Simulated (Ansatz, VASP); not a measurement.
## LiZnF3: VASP beside Ansatz

Wanted: the spread between two codes on one cell, functional and k mesh. The cell is generated by rule, not measured, and may not be a known phase. The cell is taken from a series of runs on this material, whose earlier steps may have relaxed, scaled, displaced or heated it; both programs get it as it stands.

Main program and level: Ansatz 0.2.0; plane waves, with VASP 6.6.1 beside it; zone-centre phonons at PBEsol.

The structure was built from a prototype and need not be the compound's stable phase.

## 1. Set-up

Symmetry: R3m, No. 160, trigonal system. The conventional cell has a = 5.596 Å, b = 5.596 Å, c = 7.197 Å, α = 90.00°, β = 90.00°, γ = 120.00°. Nearest to Li lie 3 F at 1.89 Å. Nearest to Zn lie 6 F at 1.96 to 2.10 Å. F has 1 Li at 1.89 Å and 2 Zn at 1.96 to 2.10 Å nearest. Farther neighbours and most contacts between anions are not listed.

## 2. Ansatz: zone-centre phonons, PBEsol

Ansatz runs on its PAW soft_1 files.

Second derivatives magnify differences that forces hide, and they need a tight electronic threshold.

The input, input.yaml:

```yaml
crystal:
  lattice:
    - [2.7981950425, 1.6155386611, 2.3989209997]
    - [-2.7981950425, 1.6155386611, 2.3989209997]
    - [0.0, -3.2310773221, 2.3989209997]
  atoms:
    - { symbol: Li, position: [0.8569752929, 0.8569752929, 0.8569752929] }
    - { symbol: Zn, position: [0.4962786408, 0.4962786408, 0.4962786408] }
    - { symbol: F, position: [0.5432811476, 0.0103820118, 0.5432811476] }
    - { symbol: F, position: [0.0103820118, 0.5432811476, 0.5432811476] }
    - { symbol: F, position: [0.5432811476, 0.5432811476, 0.0103820118] }
kpoints:
  mp_grid: { grid: [6, 6, 6] }
hamiltonian:
  xc: pbesol
  pseudopotentials: { kind: paw, azcp: { folder: soft_1 }, xc_functional: pbe }
scf:
  occupations: { method: fixed }
output:
  eigenvalues: true
phonons:
  method: dfpt
  dielectric: true
  rigid_motions: translations
```

On the command line:

```sh
$ ansatz run input.yaml --threads 4 --pin off --max-ram 16384MiB --backend cpu --events-out ev --progress --plain --runs-dir out
```

Numbers of over 12 decimals in the logs are rounded to 6 here.

The program printed:

```text
Engine: ansatz 0.2.0, x86_64-unknown-linux-gnu
Pseudopotentials: kind: paw
Pseudopotential: Li, paw, valence charge 3, recommended cutoff 420 eV (normal), soft_1/Li.paw.azcp
Pseudopotential: Zn, paw, valence charge 12, recommended cutoff 420 eV (normal), soft_1/Zn.paw.azcp
Pseudopotential: F, paw, valence charge 7, recommended cutoff 420 eV (normal), soft_1/F.paw.azcp
Functional definition: PBEsol
  exchange = pbesol_x
  correlation = pbesol_c
Crystal: 5 atoms, lattice volume = 65.067 Å³
Basis set: ecut = 420 eV, 1281 PW (Γ), exchange–correlation on 54×54×54 points (8 copies of the dense FFT grid, shifted against one another)
Bands: 23, of which v1, the nominal top of the filled ones, is band 18 counted from 1 (17 counted from 0)
Symmetry: 6 space group operations
k-points: 112 of 216 (irreducible under 1 space group operation, time reversal used)
Non-local potential: Li, projectors of the file, l = 0: 3, l = 1: 2, l = 2: 1
Non-local potential: Zn, projectors of the file, l = 0: 2, l = 1: 2, l = 2: 3, l = 3: 1
Non-local potential: F, projectors of the file, l = 0: 2, l = 1: 2, l = 2: 1
PAW form: soft (Blöchl's): semilocal exchange-correlation on the pseudo side does not see the compensation charge
PAW frozen core: Zn, regenerated for the run's functional, and the local potential with it (the file was generated under x = pbe(κ = 0.804, μ = 0.219515), c = pbe(β = 0.066725))
PAW frozen core: F, regenerated for the run's functional, and the local potential with it (the file was generated under x = pbe(κ = 0.804, μ = 0.219515), c = pbe(β = 0.066725))
PAW one-centre angular grid: Li, 110 points (default); XC on 64 Gauss nodes
PAW one-centre angular grid: Zn, 590 points (default); XC on 64 Gauss nodes
PAW one-centre angular grid: F, 110 points (default); XC on 64 Gauss nodes
Initial density: superposition of atomic densities (chi_scale 0.1, normalization cell, long waves kept (reshape's long-wave potential 0.05 eV rms))
Initial wavefunctions: pseudopotential atomic-orbital guess
Functional: x = pbesol(κ = 0.804, μ = 0.123457), c = pbesol(β = 0.046)
SCF iter   1: F=—  HF=-5893.657742 eV  |F-HF|=—  |Δ(HF+E_count)|=         —  Δρ=1.76e-1  dr2=1.21e1  ethr=3.10e-3  ⟨swp⟩=4.1  Hψ=12129  notcnv=0  defer=327
preconditioner: auto → Resta (q_TF=auto, 2.472 Å⁻¹)  ε∞=3.4  [insulator: Δε(μ)=2.830 eV  Ē_g=17.415 eV  n_scr=18 (ndim 8)  ℏωp=26.8 eV  f_vac=0.140  ε∞_Penn≈3.4]
SCF iter   2: F=—  HF=-5889.445468 eV  |F-HF|=—  |Δ(HF+E_count)|=    4.21e0  Δρ=3.83e-2  dr2=8.30e-1  ethr=3.10e-3  ⟨swp⟩=3.1  Hψ=7492  notcnv=0  defer=333
SCF iter   3: F=—  HF=-5889.003803 eV  |F-HF|=—  |Δ(HF+E_count)|=   4.42e-1  Δρ=2.11e-2  dr2=3.32e-1  ethr=2.30e-3  ⟨swp⟩=2.0  Hψ=5259  notcnv=0  defer=336
SCF iter   4: F=—  HF=-5888.955888 eV  |F-HF|=—  |Δ(HF+E_count)|=   4.79e-2  Δρ=1.05e-2  dr2=3.80e-2  ethr=9.21e-4  ⟨swp⟩=2.6  Hψ=4339  notcnv=0  defer=336
SCF iter   5: F=—  HF=-5888.992263 eV  |F-HF|=—  |Δ(HF+E_count)|=   3.64e-2  Δρ=7.79e-3  dr2=2.26e-2  ethr=1.06e-4  ⟨swp⟩=3.0  Hψ=5476  notcnv=0  defer=336
SCF iter   6: F=—  HF=-5888.985192 eV  |F-HF|=—  |Δ(HF+E_count)|=   7.07e-3  Δρ=3.32e-3  dr2=3.72e-3  ethr=6.27e-5  ⟨swp⟩=2.0  Hψ=4201  notcnv=0  defer=336
SCF iter   7: F=—  HF=-5888.986258 eV  |F-HF|=—  |Δ(HF+E_count)|=   1.07e-3  Δρ=1.06e-3  dr2=4.45e-4  ethr=1.03e-5  ⟨swp⟩=3.0  Hψ=4480  notcnv=0  defer=336
SCF iter   8: F=—  HF=-5888.986637 eV  |F-HF|=—  |Δ(HF+E_count)|=   3.79e-4  Δρ=2.20e-4  dr2=2.14e-5  ethr=1.24e-6  ⟨swp⟩=3.0  Hψ=4341  notcnv=0  defer=336
SCF iter   9: F=—  HF=-5888.986684 eV  |F-HF|=—  |Δ(HF+E_count)|=   4.73e-5  Δρ=2.51e-5  dr2=3.45e-7  ethr=5.95e-8  ⟨swp⟩=2.1  Hψ=4252  notcnv=0  defer=331
SCF iter  10: F=—  HF=-5888.986686 eV  |F-HF|=—  |Δ(HF+E_count)|=   1.66e-6  Δρ=2.31e-6  dr2=3.14e-9  ethr=9.59e-10  ⟨swp⟩=2.0  Hψ=4810  notcnv=0  defer=169
SCF iter  11: F=—  HF=-5888.986686 eV  |F-HF|=—  |Δ(HF+E_count)|=   2.67e-8  Δρ=7.04e-7  dr2=1.97e-10  ethr=8.71e-12  ⟨swp⟩=2.0  Hψ=4480  notcnv=0  defer=169
SCF iter  12: F=-5888.986686 eV  HF=-5888.986686 eV  |F-HF|=4.73e-11  |Δ(HF+E_count)|=  8.50e-10  Δρ=1.10e-7  dr2=9.67e-12  ethr=1.00e-12  ⟨swp⟩=12.9  Hψ=16672  notcnv=0
SCF 1 converged in 12 iterations: F = -5888.986686 eV  dr2 = 9.67e-12
  greatest PAW one-centre occupation: 1.000 electrons in one spin orbital (limit 2), on the Li atom at site 0 (counted from 0), in its partial waves of l = 0
NSCF: frozen V_eff on 6 k-points
DFPT response loops at Γ: preconditioner auto → none (the input reference at scf.mixing.eps_inf says where Resta's filter doesn't serve); β = 0.50; Broyden in place of MSR1
SCF converged after 12 iterations
Free energy (F): -5888.986686 eV
Harris-Foulkes:  -5888.986686 eV  (|F-HF|=4.73e-11)
Internal energy: -5888.986686 eV  (E = F + TS)
E sigma→0 (E₀):  -5888.986686 eV
Fermi energy:    1.302217 eV
--- Per-component energies (eV) ---
  E_band       = -243.866041
  E_kinetic    = 754.451067
  E_local      = -4616.464907  (includes V_loc(G=0)·N_el)
  E_nonlocal   = 1073.887260
  E_hartree    = 1780.534689
  E_xc         = -312.883227
  E_vxc        = -354.869182  (∫ρ·V_xc dr)
  E_paw        = -2482.009908  (= ΣΔE_a)
  E_vpaw       = -661.941776  (= ΣTr[D̂ρ^β])
  E_aug_tail   = 0.002100  (compensation charges beyond the density's cutoff)
  E_ewald      = -2087.428444
  E_core_change = 0.924684  (= ΣΔE_core)
  E_smearing   = -0.000000  (= −TS)
  E_closure    = -0.000000  (closes the sum)
  Σ components = -5888.986686   (vs F -5888.986686, Δ=0.00e0)
--- Band table (eV; the first three rows and the last of 112) ---
  k-point 0: bands = [... 14 lower, -0.4115, -0.3372, -0.1943, -0.1943, 5.0817, 9.1820, 12.9356, 12.9356, ... 1 higher]
  k-point 1: bands = [... 14 lower, -0.4083, -0.3157, -0.1660, -0.0923, 5.5643, 9.3519, 12.3491, 13.1612, ... 1 higher]
  k-point 2: bands = [... 14 lower, -0.4280, -0.2903, -0.1083, -0.0639, 6.7110, 9.3422, 11.8320, 13.6367, ... 1 higher]
  k-point 111: bands = [... 14 lower, -0.1256, 0.1328, 1.3022, 1.3022, 9.6903, 11.0719, 11.6707, 11.6707, ... 1 higher]
--- Phonons (Γ-DFPT): 6 representative perturbations + reference, on 112 of 216 k-points (Σ response iterations 22) ---
  k mesh reduced under 1 symmetry operation, with k and −k counted as one. Each operation leaves every solved perturbation unchanged. A smaller set is not considered because the run solves the response to a homogeneous field
  ASR residual: 7.171e-5 → 0.000e0 eV/Å²; symmetrization residual: 3.737e-5 eV/Å²
  ASR residual per site (eV/Å²): 1.19e-5 7.17e-5 2.17e-5 2.17e-5 2.50e-5
  Γ frequencies (cm⁻¹): 0.00 0.00 0.00 72.39 135.76 135.76 185.15 185.15 212.09 330.40 330.40 392.15 429.21 429.21 477.12
  ε∞ (high-frequency dielectric tensor):
        2.161286    -0.000000     0.000000
        0.000000     2.161286     0.000000
        0.000000     0.000000     2.174538
  ε⁰ (static dielectric tensor: ions relaxed, cell fixed):
        8.364016     0.000000    -0.000000
        0.000000     8.364016    -0.000000
       -0.000000    -0.000000     5.887307
  ε⁰ − ε∞ (ionic part):
        6.202730     0.000000    -0.000000
        0.000000     6.202730    -0.000000
       -0.000000    -0.000000     3.712768
  softest optical mode at Γ: 72.39 cm⁻¹; the repairs (sum rule, projections) moved no ω² at Γ by more than (4.76 cm⁻¹)²
  Born effective charges Z* (e; rows j = field, columns β = displacement):
    site 0:
         1.07169   -0.00000    0.00000
         0.00000    1.07169   -0.00000
         0.00000   -0.00000    1.01964
    site 1:
         2.23137   -0.00000    0.00000
         0.00000    2.23137    0.00000
         0.00000    0.00000    2.28162
    site 2:
        -1.27233    0.29671    0.34610
         0.29671   -0.92971   -0.19982
         0.33775   -0.19500   -1.10042
    site 3:
        -1.27233   -0.29671   -0.34610
        -0.29671   -0.92971   -0.19982
        -0.33775   -0.19500   -1.10042
    site 4:
        -0.75841    0.00000   -0.00000
         0.00000   -1.44363    0.39964
        -0.00000    0.39001   -1.10042
  Z* charge neutrality: 8.103e-6 e pre-enforcement
  k-mesh period / interband length: 24.1 Å / 1.01 Å = 23.83 at k = (0.0000, 0.0000, 0.0000), direct gap 5.276 eV — 14 or more, which is no proof of convergence
  optical modes at Γ without the LO–TO term, one row a degenerate level:
      ω (cm⁻¹)  modes    IR ((D/Å)²/amu)
[...]
optical modes at Γ + LO–TO along q̂ = [1.0000, 0.0000, 0.0000]:
      ω (cm⁻¹)  modes    IR ((D/Å)²/amu)
[...]
optical modes at Γ + LO–TO along q̂ = [0.0000, 1.0000, 0.0000]:
      ω (cm⁻¹)  modes    IR ((D/Å)²/amu)
[...]
optical modes at Γ + LO–TO along q̂ = [0.0000, 0.0000, 1.0000]:
      ω (cm⁻¹)  modes    IR ((D/Å)²/amu)
         72.39      1             0.0000
        135.76      2             3.7945
        185.15      2             2.5687
        255.96      1             0.5477
        330.40      2             4.2620
        429.21      2            10.7946
        469.85      1             0.4676
        542.93      1             9.2435
```

The column dr2 measures how far the density is from self-consistency, as an energy; F and HF (Harris–Foulkes) agree once it is small.

(Part 1 of 3 ends here.)

[Lines on the potential files, build, host, timing and source positions are cut from VASP's logs without a mark.]

[Logs are printed without paths, hosts, clocks, repeated set-up lines and the standing remarks that a program may print on its own settings, such as how far it seeks lower states.]

[Hosts, paths, dates, database ids (printed as entryN), source tags and the programs' standing remarks are cut or masked in the printed files.]
